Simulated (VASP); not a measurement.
Input:

```yaml
crystal:
  lattice:
    - [4.57969, 0.00000, 0.00000]
    - [-2.28984, 3.96612, 0.00000]
    - [0.00000, 0.00000, 7.50417]
  atoms:
    - { symbol: Cd, position: [0.33333, 0.66667, 0.00030] }
    - { symbol: Cd, position: [0.66667, 0.33333, 0.50030] }
    - { symbol: Te, position: [0.33333, 0.66667, 0.37470] }
    - { symbol: Te, position: [0.66667, 0.33333, 0.87470] }
```

Computed with PBEsol GGA, VASP's PBE PAW potentials (set 64) (plane waves; VASP). Settings: 400 eV cut-off, 6×6×4 Γ-centred mesh, tetrahedra with Blöchl corrections, potentials Cd Te.

The cores are frozen, which limits the accuracy of field gradients.

Q: Give the principal components of the electric field gradient (V/Å²) and the asymmetry η at each nucleus.

A: 
```csv
atom,Vxx,Vyy,Vzz,η
Cd1,-0.3,-0.3,0.7,0.00
Cd2,-0.3,-0.3,0.7,0.00
Te3,-5.1,-5.1,10.1,0.00
Te4,-5.1,-5.1,10.1,0.00
```

The structure comes from a computed database's CdTe entry (P6_3mc); how it stands against other phases isn't given here. It was relaxed first.
